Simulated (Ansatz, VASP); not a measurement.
## Cu10F (Cu(110)-(1x2)-F, hollow site): VASP beside Ansatz

Wanted: the spread between two codes on one cell, functional and k mesh. The cell is taken from a series of runs on this material, whose earlier steps may have relaxed, scaled, displaced or heated it; both programs get it as it stands.

Program: Ansatz 0.2.0. Level of theory: plane waves, with VASP 6.6.1 beside it; single point at PBE. Results are calculated unless marked as measured.

## (1) The structure

The cell holds 11 atoms: 10 Cu and 1 F. Cell: a = 7.220 Å, b = 2.553 Å, c = 22.605 Å, α = 90.0°, β = 90.0°, γ = 90.0°. Vacuum lies along c.

Structure file:

```xyz
11
Lattice="7.2200 0.0000 0.0000 0.0000 2.5527 0.0000 0.0000 0.0000 22.6053" Properties=species:S:1:pos:R:3
Cu    0.0000    0.0000    8.5000
Cu    3.6100    0.0000    8.5000
Cu    1.8050    1.2763    9.7763
Cu    5.4150    1.2763    9.7763
Cu    7.1508    0.0000   11.0960
Cu    3.6792    0.0000   11.0960
Cu    1.8050    1.2763   12.2048
Cu    5.4150    1.2763   12.5367
Cu    0.0878    0.0000   13.6410
Cu    3.5222    0.0000   13.6410
F     1.8050    1.2763   14.4846
```

## (2) VASP: single point, PBE

A single point gives forces, pressure and levels at one fixed geometry, so differences don't come from the geometry; what else differs is listed under the comparison.

Lines of VASP's logs that name or quote its potential files are left out, and so is its time.

The input, INCAR:

```
SYSTEM = Cu10F
PREC = Accurate
ENCUT = 520
EDIFF = 1E-06
NELM = 120
ISMEAR = -1
SIGMA = 0.05
LREAL = .FALSE.
ALGO = Normal
GGA = PE
NBANDS = 72
LASPH = .TRUE.
LORBIT = 11
LWAVE = .FALSE.
LCHARG = .FALSE.
ISIF = 2
LDIPOL = .TRUE.
IDIPOL = 3
DIPOL = 0.5 0.5 0.504
LVHAR = .TRUE.
GGA_COMPAT = .FALSE.
NELMDL = -8
KPAR = 2
```

The input, POSCAR:

```
Cu10F
1.0
    7.2200000000      0.0000000000      0.0000000000
    0.0000000000      2.5526554801      0.0000000000
    0.0000000000      0.0000000000     22.6053109602
Cu F
10 1
Direct
    0.0000000000      0.0000000000      0.3760178312
    0.5000000000      0.0000000000      0.3760178312
    0.2500000000      0.5000000000      0.4324792416
    0.7500000000      0.5000000000      0.4324792416
    0.9904123900      0.0000000000      0.4908584267
    0.5095876100      0.0000000000      0.4908584267
    0.2500000000      0.5000000000      0.5399077957
    0.7500000000      0.5000000000      0.5545893432
    0.0121592149      0.0000000000      0.6034426743
    0.4878407851      0.0000000000      0.6034426743
    0.2500000000      0.5000000000      0.6407609400
```

The input, KPOINTS:

```
Automatic mesh
0
Gamma
8 24 1
0 0 0
```

PAW data sets: Cu and F (PBE family, release 64).

On the command line:

```console
$ mpirun -np 2 vasp_std
```

Numbers of over 12 decimals in the logs are rounded to 6 here.

The program printed:

```text
[banner, memory and clock lines left out]
running    2 mpi-ranks, on    1 nodes
 distrk:  each k-point on    1 cores,    2 groups
 distr:  one band on    1 cores,    1 groups

 POSCAR found type information on POSCAR CuF
 POSCAR found :  2 types and      11 ions
 LDA part: xc-table for (Slater+PW92), standard interpolation
 POSCAR, INCAR and KPOINTS ok, starting setup
 FFT: planning ... GRIDC
 FFT: planning ... GRID_SOFT
 FFT: planning ... GRID
 WAVECAR not read
 entering main loop
       N       E                     dE             d eps       ncg     rms          rms(c)
DAV:   1     0.111658721301E+04    0.11166E+04   -0.48863E+04  9360   0.186E+03
DAV:   2     0.126636084105E+03   -0.98995E+03   -0.95412E+03  9408   0.420E+02
DAV:   3    -0.247753824579E+02   -0.15141E+03   -0.13901E+03 13000   0.205E+02
DAV:   4    -0.458691153392E+02   -0.21094E+02   -0.19863E+02 13896   0.782E+01
DAV:   5    -0.466606667938E+02   -0.79155E+00   -0.78761E+00 11072   0.192E+01
DAV:   6    -0.466774377782E+02   -0.16771E-01   -0.16768E-01 12096   0.216E+00
DAV:   7    -0.466780369132E+02   -0.59914E-03   -0.59910E-03 12256   0.339E-01
DAV:   8    -0.466780615775E+02   -0.24664E-04   -0.24664E-04 12608   0.604E-02    0.228E+01
DAV:   9    -0.415845814076E+02    0.50935E+01   -0.90799E+01 11424   0.125E+02    0.128E+01
DAV:  10    -0.382322124269E+02    0.33524E+01   -0.20420E+01 11216   0.930E+01    0.456E+00
DAV:  11    -0.381682007336E+02    0.64012E-01   -0.40374E+00 13256   0.442E+01    0.151E+00
DAV:  12    -0.382250114668E+02   -0.56811E-01   -0.16858E+00 12832   0.313E+01    0.234E+00
DAV:  13    -0.381706777949E+02    0.54334E-01   -0.84629E-01 11368   0.228E+01    0.145E+00
DAV:  14    -0.381546164793E+02    0.16061E-01   -0.17207E-01 11592   0.556E+00    0.921E-01
[...]
DAV:  26    -0.381428036796E+02   -0.25501E-04   -0.31086E-06  7768   0.373E-02    0.299E-03
DAV:  27    -0.381428299624E+02   -0.26283E-04   -0.17686E-06  6528   0.231E-02    0.139E-03
DAV:  28    -0.381428427991E+02   -0.12837E-04   -0.18556E-06  6832   0.171E-02    0.188E-03
DAV:  29    -0.381428477588E+02   -0.49597E-05   -0.70199E-07  6400   0.178E-02    0.736E-04
DAV:  30    -0.381428503588E+02   -0.26000E-05   -0.43856E-07  6408   0.599E-03    0.490E-04
DAV:  31    -0.381428519348E+02   -0.15760E-05   -0.22604E-07  6384   0.409E-03    0.307E-04
DAV:  32    -0.381428536711E+02   -0.17363E-05   -0.93134E-08  6048   0.315E-03    0.302E-04
DAV:  33    -0.381428543489E+02   -0.67778E-06   -0.41791E-08  6136   0.255E-03
   1 F= -.38142854E+02 E0= -.38130971E+02  d E =-.237664E-01
```

From OUTCAR (step 2):

```text
ion  position               nearest neighbor table
   1  0.000  0.000  0.376-   3 2.55   4 2.55   3 2.55   4 2.55   5 2.60
   2  0.500  0.000  0.376-   3 2.55   4 2.55   3 2.55   4 2.55   6 2.60
   3  0.250  0.500  0.432-   7 2.43   2 2.55   1 2.55   1 2.55   2 2.55   6 2.62   5 2.62   5 2.62
                             6 2.62
   4  0.750  0.500  0.432-   5 2.53   6 2.53   5 2.53   6 2.53   1 2.55   2 2.55   1 2.55   2 2.55
                             8 2.76
   5  0.990  0.000  0.491-   7 2.52   7 2.52   4 2.53   4 2.53   9 2.55   8 2.59   8 2.59   1 2.60
                             3 2.62   3 2.62
   6  0.510  0.000  0.491-   7 2.52   7 2.52   4 2.53   4 2.53  10 2.55   8 2.59   8 2.59   2 2.60
                             3 2.62   3 2.62
   7  0.250  0.500  0.540-  11 2.28   3 2.43   6 2.52   5 2.52   5 2.52   6 2.52  10 2.58   9 2.58
                             9 2.58  10 2.58
   8  0.750  0.500  0.555-   9 2.54  10 2.54   9 2.54  10 2.54   5 2.59   6 2.59   5 2.59   6 2.59
                             4 2.76
   9  0.012  0.000  0.603-  11 2.30  11 2.30   8 2.54   8 2.54   5 2.55   7 2.58   7 2.58
  10  0.488  0.000  0.603-  11 2.30  11 2.30   8 2.54   8 2.54   6 2.55   7 2.58   7 2.58
  11  0.250  0.500  0.641-   7 2.28   9 2.30  10 2.30   9 2.30  10 2.30

  LATTYP: Found a simple orthorhombic cell.
 ALAT       =     2.5526554801
 B/A-ratio  =     2.8284271247
 C/A-ratio  =     8.8556059117

 Subroutine GETGRP returns: Found  4 space group operations
 (whereof  2 operations were pure point group operations)

The static configuration has the point symmetry C_1h.
 The point group associated with its full space group is C_2v.

 Found     65 irreducible k-points:

   k-points           NKPTS =     65   k-points in BZ     NKDIM =     65   number of bands    NBANDS=     72

   dimension x,y,z NGX =    54 NGY =   20 NGZ =  168
   dimension x,y,z NGXF=   108 NGYF=   40 NGZF=  336

   ENCUT  =  520.0 eV  38.22 Ry    6.18 a.u.  13.42  4.75 42.03*2*pi/ulx,y,z

   NELECT =     117.0000    total number of electrons

 k-points in reciprocal lattice and weights: Automatic mesh
   0.00000000  0.00000000  0.00000000       0.005
   0.12500000  0.00000000  0.00000000       0.010
   0.25000000  0.00000000  0.00000000       0.010
   0.37500000  0.00000000  0.00000000       0.010
   0.50000000  0.00000000  0.00000000       0.005
   0.00000000  0.04166667  0.00000000       0.010
   0.12500000  0.04166667  0.00000000       0.021
   0.25000000  0.04166667  0.00000000       0.021
   0.37500000  0.04166667  0.00000000       0.021
[...]
0.37500000  0.50000000  0.00000000       0.010
   0.50000000  0.50000000  0.00000000       0.005

 dipolmoment           0.000000      0.000000      0.078742 electrons x Angstroem

 average (electrostatic) potential at core
       1 -71.8609       2 -71.8609       3 -72.2878       4 -72.3198       5 -72.3325
       6 -72.3325       7 -72.3042       8 -72.2189       9 -71.7993      10 -71.7993
      11 -80.6336

 E-fermi :  -1.0941

 k-point     1 :       0.0000    0.0000    0.0000
  band No.  band energies     occupation
    ...
     57      -2.4606      2.00000
     58      -2.4260      2.00000
     59      -2.3150      2.00000
     60      -2.2158      2.00000
     61      -1.8382      2.00000
     62      -0.5065      0.00002
     63       0.1408      0.00000
     64       0.6522      0.00000
     65       1.2746      0.00000
     66       2.2385      0.00000
    ...

 k-point     2 :       0.1250    0.0000    0.0000
  band No.  band energies     occupation
    ...
     57      -2.4645      2.00000
     58      -2.4487      2.00000
     59      -2.2939      2.00000
     60      -2.1512      2.00000
     61      -1.6156      1.99994
     62      -0.5681      0.00005
     63       0.0519      0.00000
     64       0.8918      0.00000
     65       1.1437      0.00000
     66       2.0897      0.00000
    ...

 k-point     3 :       0.2500    0.0000    0.0000
  band No.  band energies     occupation
    ...
     57      -2.4848      2.00000
     58      -2.2690      2.00000
     59      -2.2593      2.00000
     60      -2.0510      2.00000
     61      -1.3668      1.99148
     62      -0.5513      0.00004
     63       0.1428      0.00000
     64       0.5380      0.00000
     65       1.2046      0.00000
     66       1.8832      0.00000
    ...

  Total       -4.0750860     -0.9097971     -0.6179157      0.0000000      0.0000000      0.0000000
  in kB      -15.6713886     -3.4987689     -2.3762926      0.0000000      0.0000000      0.0000000
  external PRESSURE =      -7.1821500 kB  Pullay stress =       0.0000000 kB

  energy-cutoff  :      520.00
  volume of cell :      416.62
      direct lattice vectors                 reciprocal lattice vectors
     7.220000000  0.000000000  0.000000000     0.138504155  0.000000000  0.000000000
     0.000000000  2.552655480  0.000000000     0.000000000  0.391748909  0.000000000
     0.000000000  0.000000000 22.605310960     0.000000000  0.000000000  0.044237392

 POSITION                                       TOTAL-FORCE (eV/Angst)
 -----------------------------------------------------------------------------------
      0.00000      0.00000      8.50000        -0.000344      0.000000      0.362984
      3.61000      0.00000      8.50000         0.000344      0.000000      0.362984
      1.80500      1.27633      9.77633         0.000000      0.000000     -0.467412
      5.41500      1.27633      9.77633         0.000000      0.000000     -0.393813
      7.15078      0.00000     11.09601        -0.001889      0.000000      0.008616
      3.67922      0.00000     11.09601         0.001889      0.000000      0.008616
      1.80500      1.27633     12.20478         0.000000      0.000000      0.024803
      5.41500      1.27633     12.53666         0.000000      0.000000      0.011620
      0.08779      0.00000     13.64101         0.008897      0.000000      0.046865
      3.52221      0.00000     13.64101        -0.008897      0.000000      0.046865
      1.80500      1.27633     14.48460         0.000000      0.000000     -0.012128
 -----------------------------------------------------------------------------------
    total drift:                                0.000000     -0.000000      0.002996

  FREE ENERGIE OF THE ION-ELECTRON SYSTEM (eV)
  ---------------------------------------------------
  free  energy   TOTEN  =       -38.1428543489 eV

  energy  without entropy=      -38.1190879836  energy(sigma->0) =      -38.13097117

 vacuum level on the upper side and lower side of the slab         4.059         3.286

 total charge
# of ion       s       p       d       tot
------------------------------------------
    1        0.437   0.221   9.220   9.878
    2        0.437   0.221   9.220   9.878
    3        0.437   0.351   9.173   9.961
    4        0.447   0.354   9.170   9.971
    5        0.439   0.366   9.182   9.987
    6        0.439   0.366   9.182   9.987
    7        0.437   0.355   9.209  10.001
    8        0.434   0.349   9.164   9.947
    9        0.388   0.230   9.245   9.863
   10        0.388   0.230   9.245   9.863
   11        1.749   4.270   0.000   6.019
--------------------------------------------------
tot          6.032   7.313  92.011 105.356

[... 3 further parts left out ...]
```

This run has no spin polarisation, so a moment on Cu, if there is one, isn't seen. Its electron count is odd, so without a moment it is a metal by construction.

[end of part 1 of 2]

[Lines on the potential files, build, host, timing and source positions are cut from VASP's logs without a mark.]

[Logs are printed without paths, hosts, clocks, repeated set-up lines and the standing remarks that a program may print on its own settings, such as how far it seeks lower states.]

[Hosts, paths, dates, database ids (printed as entryN), source tags and the programs' standing remarks are cut or masked in the printed files.]
